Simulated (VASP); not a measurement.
# Y: surface energy and work function by face, part 5 of 5

Which face of Y is cheapest, and which holds its electrons hardest?

VASP 6.6.1; PBE; plane waves and PAW (Y_sv).

So far. Step 5 (Potential and states of the slab, 8 atoms, face Y(0001)): The vacuum level lies 3.19 eV above the Fermi level at the upper face; both faces agree, as the slab has next to no dipole. Step 6 (Surface relaxation, 12 atoms, face Y(10-10)): The run ended after 9 ionic steps, 0.080 eV below its first step, once the forces on the free atoms met EDIFFG = -0.03.

## Step 7: Vacuum level and density of states, 12 atoms, face Y(10-10)

INCAR reads:

```
SYSTEM = Y
PREC = Normal
ENCUT = 320
EDIFF = 1E-06
NELM = 120
ISMEAR = 1
SIGMA = 0.15
LREAL = .FALSE.
ALGO = Fast
GGA = PE
NBANDS = 81
LASPH = .TRUE.
LORBIT = 11
LWAVE = .FALSE.
LCHARG = .TRUE.
KPAR = 4
IDIPOL = 3
LDIPOL = .TRUE.
DIPOL = 0.5 0.5 0.5
LVHAR = .TRUE.
LVACPOTAV = .TRUE.
NEDOS = 1500
```

POSCAR reads:

```
Y
1.0
    3.6570626610      0.0000000000      0.0000000000
    0.0000000000      5.6701218086      0.0000000000
    0.0000000000      0.0000000000     31.8912488942
Y
12
Direct
    0.0000000000      0.0000000000      0.2370946037
    0.5000000000      0.0000000000      0.3319875009
    0.5000000000      0.5000000000      0.2712401909
    0.0000000000      0.0000000000      0.4336304218
    0.0000000000      0.5000000000      0.3664368513
    0.5000000000      0.0000000000      0.5329403842
    0.5000000000      0.5000000000      0.4670596158
    0.0000000000      0.0000000000      0.6335631487
    0.0000000000      0.5000000000      0.5663695782
    0.5000000000      0.0000000000      0.7287598091
    0.5000000000      0.5000000000      0.6680124991
    0.0000000000      0.5000000000      0.7629053963
```

KPOINTS reads:

```
Automatic mesh
0
Gamma
8 6 1
0 0 0
```

The projector-augmented-wave data sets are Y_sv (PBE family, release 64).

The run is started by

```console
> mpirun -np 4 vasp_std
```

The program printed:

```text
[... set-up lines as in an earlier step ...]
 entering main loop
       N       E                     dE             d eps       ncg     rms          rms(c)
DAV:   1     0.642099345596E+03    0.64210E+03   -0.52973E+04  4160   0.105E+03
DAV:   2     0.171142822438E+02   -0.62499E+03   -0.60277E+03  3589   0.304E+02
DAV:   3    -0.641527939217E+02   -0.81267E+02   -0.79129E+02  5189   0.589E+01
DAV:   4    -0.789656981582E+02   -0.14813E+02   -0.14667E+02  5648   0.245E+01
DAV:   5    -0.807106894631E+02   -0.17450E+01   -0.17409E+01  4944   0.716E+00    0.879E+01
RMM:   6    -0.115070447947E+03   -0.34360E+02   -0.12179E+02  4543   0.127E+01    0.754E+01
RMM:   7    -0.130771151200E+03   -0.15701E+02   -0.80366E+01  4666   0.121E+01    0.900E+01
RMM:   8    -0.779026705407E+02    0.52868E+02   -0.99297E+00  4562   0.602E+00    0.345E+01
RMM:   9    -0.752988077527E+02    0.26039E+01   -0.68040E+00  4836   0.429E+00    0.113E+01
RMM:  10    -0.749342612657E+02    0.36455E+00   -0.12990E+00  4836   0.192E+00    0.130E+01
RMM:  11    -0.748703558971E+02    0.63905E-01   -0.43737E-01  5016   0.108E+00    0.106E+01
RMM:  12    -0.747117379619E+02    0.15862E+00   -0.41532E-01  4796   0.105E+00    0.647E+00
RMM:  13    -0.748171819025E+02   -0.10544E+00   -0.49294E-01  4761   0.100E+00    0.754E+00
RMM:  14    -0.746556755601E+02    0.16151E+00   -0.15308E-01  4982   0.590E-01    0.210E+00
RMM:  15    -0.746634935368E+02   -0.78180E-02   -0.97216E-02  4943   0.498E-01    0.181E+00
RMM:  16    -0.746628458826E+02    0.64765E-03   -0.42526E-02  5000   0.336E-01    0.833E-01
RMM:  17    -0.746612000715E+02    0.16458E-02   -0.16818E-02  5591   0.184E-01    0.456E-01
RMM:  18    -0.746617990744E+02   -0.59900E-03   -0.11761E-02  5876   0.112E-01    0.259E-01
RMM:  19    -0.746630923906E+02   -0.12933E-02   -0.68238E-03  5805   0.803E-02    0.469E-01
RMM:  20    -0.746660286418E+02   -0.29363E-02   -0.21117E-02  5249   0.154E-01    0.900E-01
RMM:  21    -0.746639834397E+02    0.20452E-02   -0.52717E-03  4962   0.900E-02    0.518E-01
WARNING in EDDRMM: call to ZHEGV failed, returncode =   6  3     63
RMM:  22    -0.746636733286E+02    0.31011E-03   -0.46044E-03  5171   0.600E-02    0.177E-01
RMM:  23    -0.746638540668E+02   -0.18074E-03   -0.22601E-03  5504   0.377E-02    0.818E-02
RMM:  24    -0.746640678926E+02   -0.21383E-03   -0.20883E-03  5210   0.306E-02    0.418E-02
RMM:  25    -0.746642077335E+02   -0.13984E-03   -0.13627E-03  5025   0.290E-02    0.532E-02
RMM:  26    -0.746643392167E+02   -0.13148E-03   -0.11150E-03  4932   0.210E-02    0.628E-02
RMM:  27    -0.746644559766E+02   -0.11676E-03   -0.84684E-04  4711   0.169E-02    0.825E-02
RMM:  28    -0.746645360352E+02   -0.80059E-04   -0.68205E-04  4241   0.123E-02    0.602E-02
WARNING in EDDRMM: call to ZHEGV failed, returncode =   6  3     36
RMM:  29    -0.746646177167E+02   -0.81682E-04   -0.52616E-04  4086   0.110E-02    0.112E-02
RMM:  30    -0.746646760869E+02   -0.58370E-04   -0.45111E-04  3411   0.829E-03    0.108E-02
RMM:  31    -0.746647140479E+02   -0.37961E-04   -0.33325E-04  2798   0.647E-03    0.109E-02
RMM:  32    -0.746647429093E+02   -0.28861E-04   -0.29793E-04  2761   0.564E-03    0.200E-02
RMM:  33    -0.746647892124E+02   -0.46303E-04   -0.22184E-04  3153   0.588E-03    0.296E-02
WARNING in EDDRMM: call to ZHEGV failed, returncode =   6  3     61
RMM:  34    -0.746648130106E+02   -0.23798E-04   -0.19544E-04  2928   0.509E-03    0.148E-02
RMM:  35    -0.746648307045E+02   -0.17694E-04   -0.14776E-04  2651   0.425E-03    0.969E-03
RMM:  36    -0.746648451457E+02   -0.14441E-04   -0.12979E-04  2527   0.375E-03    0.344E-03
RMM:  37    -0.746648563766E+02   -0.11231E-04   -0.10031E-04  2269   0.325E-03    0.370E-03
RMM:  38    -0.746648654507E+02   -0.90741E-05   -0.88966E-05  2069   0.289E-03    0.346E-03
RMM:  39    -0.746648723965E+02   -0.69459E-05   -0.69903E-05  1988   0.265E-03    0.272E-03
RMM:  40    -0.746648784837E+02   -0.60872E-05   -0.62479E-05  1971   0.248E-03    0.257E-03
RMM:  41    -0.746648833035E+02   -0.48197E-05   -0.49779E-05  1956   0.235E-03    0.188E-03
RMM:  42    -0.746648876607E+02   -0.43573E-05   -0.44442E-05  1755   0.215E-03    0.148E-03
RMM:  43    -0.746648911703E+02   -0.35095E-05   -0.35760E-05  1647   0.201E-03    0.221E-03
WARNING in EDDRMM: call to ZHEGV failed, returncode =   6  3     56
RMM:  44    -0.746648943460E+02   -0.31758E-05   -0.32234E-05  1614   0.187E-03    0.368E-03
RMM:  45    -0.746648969227E+02   -0.25767E-05   -0.26233E-05  1556   0.178E-03    0.431E-03
WARNING in EDDRMM: call to ZHEGV failed, returncode =   8  4     62
RMM:  46    -0.746648992503E+02   -0.23276E-05   -0.23803E-05  1524   0.170E-03    0.519E-03
RMM:  47    -0.746649011610E+02   -0.19107E-05   -0.19560E-05  1499   0.161E-03    0.593E-03
RMM:  48    -0.746649028939E+02   -0.17329E-05   -0.17718E-05  1424   0.155E-03    0.664E-03
RMM:  49    -0.746649043271E+02   -0.14332E-05   -0.14738E-05  1411   0.150E-03    0.724E-03
RMM:  50    -0.746649056373E+02   -0.13102E-05   -0.13425E-05  1382   0.144E-03    0.780E-03
RMM:  51    -0.746649066631E+02   -0.10258E-05   -0.11182E-05  1615   0.145E-03    0.776E-03
RMM:  52    -0.746649076684E+02   -0.10053E-05   -0.10305E-05  1367   0.135E-03    0.841E-03
RMM:  53    -0.746649085331E+02   -0.86471E-06   -0.86718E-06  1327   0.129E-03
 [... a notice as in an earlier step ...]

   1 F= -.74664909E+02 E0= -.74667335E+02  d E =0.727827E-02
```

The job ended after 3.4 min (4 MPI ranks of Intel Xeon 6975P-C (Granite Rapids), shared host; peak memory 1.9 GiB; 13 min of CPU time).

Parts of OUTCAR (step 7):

```text
   NELECT =     132.0000    total number of electrons

 dipolmoment           0.000000      0.000000      0.000000 electrons x Angstroem

 E-fermi :   0.5254

 k-point     1 :       0.0000    0.0000    0.0000
  band No.  band energies     occupation
    ...
     61      -0.1559      2.00000
     62       0.0751      2.00018
     63       0.4046      1.98285
     64       0.4346      1.84456
     65       0.5120      1.15035
     66       0.5967      0.28734
     67       0.8403     -0.01146
     68       0.9301     -0.00091
     69       1.1790     -0.00000
     70       1.2853     -0.00000
    ...

  Total       -1.4370079     -2.9072891     -1.2341878      0.0000000      0.0000000      0.0000000
  in kB       -3.4815563     -7.0437264     -2.9901675      0.0000000      0.0000000      0.0000000
  external PRESSURE =      -4.5051501 kB  Pullay stress =       0.0000000 kB

 POSITION                                       TOTAL-FORCE (eV/Angst)
 -----------------------------------------------------------------------------------
      0.00000      0.00000      7.56124         0.000000      0.000000      0.026482
      1.82853      0.00000     10.58750         0.000000      0.000000      0.014605
      1.82853      2.83506      8.65019         0.000000      0.000000      0.001657
      0.00000      0.00000     13.82902         0.000000      0.000000      0.012929
      0.00000      2.83506     11.68613         0.000000      0.000000      0.026410
      1.82853      0.00000     16.99613         0.000000      0.000000     -0.004331
      1.82853      2.83506     14.89511         0.000000      0.000000      0.004331
      0.00000      0.00000     20.20512         0.000000      0.000000     -0.026410
      0.00000      2.83506     18.06223         0.000000      0.000000     -0.012929
      1.82853      0.00000     23.24106         0.000000      0.000000     -0.001657
      1.82853      2.83506     21.30375         0.000000      0.000000     -0.014605
      0.00000      2.83506     24.33001         0.000000      0.000000     -0.026482
 -----------------------------------------------------------------------------------
    total drift:                                0.000000      0.000000      0.000000

  FREE ENERGIE OF THE ION-ELECTRON SYSTEM (eV)
  ---------------------------------------------------
  free  energy   TOTEN  =       -74.6649085331 eV

  energy  without entropy=      -74.6721867994  energy(sigma->0) =      -74.66733462

 vacuum level on the upper side and lower side of the slab         3.834         3.834

[... 9 parts as in an earlier step ...]

[... 8 further parts left out ...]
```

This step gave:

* electronic cycles: 53
* Fermi energy: 0.5254 eV
* dipole moment: 0, 0, 0 e·Å
* vacuum levels: 3.834, 3.834 eV
* work functions of the upper and lower face: 3.309, 3.309 eV

The planar average of the electrostatic potential oscillates, so the rows of the table below give means over windows of 3.19 Å about each position, cut where the curve ends. Its maxima inside the range that stand out by 2 % of the span (Å: eV): 9.6: -1.26, 12.8: -0.557, 15.9: -0.655, 19.1: -0.557, 22.3: -1.26. Its minima: 8.1: -5.43, 11.2: -5.18, 14.4: -5.38, 17.5: -5.38, 20.7: -5.18, 23.8: -5.43.

Zero at the Fermi level. The planar average of the electrostatic potential by height; means over each step:

```tsv
height (Å)	planar average of the electrostatic potential (eV)
1.59	3.31
4.79	2.96
7.98	-2.95
11.17	-2.97
14.36	-2.97
17.55	-2.97
20.73	-2.97
23.93	-2.95
27.12	2.96
30.31	3.31
```

Density of states in the PAW spheres, an atom over height of the layer and energy from the Fermi level.

Values in states/eV, 22 rows by 12 columns, each cell a mean:
```
1.05 0.90 0.69 0.67 0.81 0.79 0.79 0.81 0.67 0.69 0.90 1.05
1.44 1.18 1.05 1.14 1.29 1.22 1.22 1.29 1.14 1.05 1.18 1.44
0.81 0.91 0.92 0.93 0.84 0.85 0.85 0.84 0.93 0.92 0.91 0.81
0.59 0.69 0.71 0.71 0.69 0.70 0.70 0.69 0.71 0.71 0.69 0.59
0.51 0.57 0.57 0.53 0.52 0.53 0.53 0.52 0.53 0.57 0.57 0.51
0.37 0.42 0.51 0.49 0.49 0.49 0.49 0.49 0.49 0.51 0.42 0.37
0.24 0.25 0.29 0.28 0.29 0.29 0.29 0.29 0.28 0.29 0.25 0.24
0.18 0.18 0.19 0.20 0.20 0.20 0.20 0.20 0.20 0.19 0.18 0.18
0.11 0.12 0.12 0.12 0.12 0.12 0.12 0.12 0.12 0.12 0.12 0.11
0.07 0.08 0.08 0.08 0.08 0.08 0.08 0.08 0.08 0.08 0.08 0.07
0.05 0.07 0.07 0.07 0.07 0.08 0.08 0.07 0.07 0.07 0.07 0.05
0.03 0.03 0.05 0.05 0.04 0.03 0.03 0.04 0.05 0.05 0.03 0.03
0.01 0.02 0.02 0.03 0.03 0.03 0.03 0.03 0.03 0.02 0.02 0.01
0.00 0.00 0.00 0.00 0.00 0.00 0.00 0.00 0.00 0.00 0.00 0.00
0.00 0.00 0.00 0.00 0.00 0.00 0.00 0.00 0.00 0.00 0.00 0.00
0.00 0.00 0.00 0.00 0.00 0.00 0.00 0.00 0.00 0.00 0.00 0.00
0.00 0.00 0.00 0.00 0.00 0.00 0.00 0.00 0.00 0.00 0.00 0.00
0.00 0.00 0.00 0.00 0.00 0.00 0.00 0.00 0.00 0.00 0.00 0.00
0.00 0.00 0.00 0.00 0.00 0.00 0.00 0.00 0.00 0.00 0.00 0.00
0.00 0.00 0.00 0.00 0.00 0.00 0.00 0.00 0.00 0.00 0.00 0.00
0.00 0.00 0.00 0.00 0.00 0.00 0.00 0.00 0.00 0.00 0.00 0.00
0.00 0.00 0.00 0.00 0.00 0.00 0.00 0.00 0.00 0.00 0.00 0.00
```
Columns: height of the layer (Å) from 7.6 to 24.3 (not evenly spaced); rows upwards: energy from the Fermi level (eV) from -7.9 to 0.5.

Valence density in the ca plane at fractional y = 0.000, with atoms of Y within 0.2 Å of it. It is the smooth field of the valence electrons, not physical close to the nuclei.

Ten even steps from '0' (0.0 e/Å³) to '9' (5.1 e/Å³), each cell a mean:
```
47851000000000000268620000000000000000000000
13420000000000000134310000000000000000000000
01100000012200000001000000122100000000000000
00000000146520000000000001465200000000000000
00000000269841000000000002698410000000000000
00000000258730000000000001587300000000000000
00000000124310000000000000243100000000000000
12210000001000000012100000010000000000000000
36631000000000000256420000000000000000000000
49951000000000000379730000000000000000000000
```
Columns run along c (16.0 Å, from fractional 0.42 to 0.92 of the cell), rows up along a (3.7 Å). Atoms in or near the plane, at fractional coordinates: Y at (0.43, 0.00), Y at (0.53, 0.50), Y at (0.63, 0.00), Y at (0.73, 0.50).

The map of layer states is cut here 0.5 eV above the Fermi level, so it leaves out the states above that.

The vacuum level lies 3.31 eV above the Fermi level at the upper face; both faces agree, as the slab has next to no dipole.

The program found no field-free point at its default tolerance, but its printed level agrees with the flat part of the planar average.

On this mesh the fine structure of the density of states is sampling noise, and high empty states may be cut by the number of bands.

## Step 8: The faces side by side

This step: surfaces of a metal, PBE; plane waves and PAW (VASP 6.6.1).

No new run; the numbers come from the runs before.

Symmetric slabs, all atoms free. All faces:

```tsv
face	layers	area a surface atom (Å²)	work function (eV)	surface energy as cut (J/m²)	surface energy relaxed (J/m²)	change of the top spacing (%)
Y(0001)	8	11.58	3.187	1.016	1.009	-2.11
Y(10-10)	12	20.74	3.309	1.005	0.9742	3.15
```

Each surface energy is the slab's energy less its number of atoms times the bulk energy of -6.4324 eV, over twice the cell's area.

## Step 9: What came out

| Item | Value |
| --- | --- |
| Y(0001) | 1.01 J/m², 3.19 eV |
| Y(10-10) | 0.97 J/m², 3.31 eV |

The cheapest face is Y(10-10) at 0.97 J/m², against 1.01 for Y(0001). The work functions are 3.31 eV for Y(10-10) and 3.19 eV for Y(0001). The densest face does not have the highest work function here, against the usual rule. The two cheapest faces differ by under 4 %, which one mesh and one thickness don't resolve. The top spacing changes by -2.1 % on Y(0001) and +3.1 % on Y(10-10). Of the two ends of the prism face, the one with the short outer spacing was run. One thickness was run for each face, and bulk and slab meshes don't match, which leaves some hundredths of a J/m². The cells are 1 × 1 and can't reconstruct.

[Lines on the potential files, build, host, timing and source positions are cut from VASP's logs without a mark.]

[Logs are printed without paths, hosts, clocks, repeated set-up lines and the standing remarks that a program may print on its own settings, such as how far it seeks lower states.]

[Hosts, paths, dates, database ids (printed as entryN), source tags and the programs' standing remarks are cut or masked in the printed files.]

[Runs that stopped without an error message from VASP are left out.]
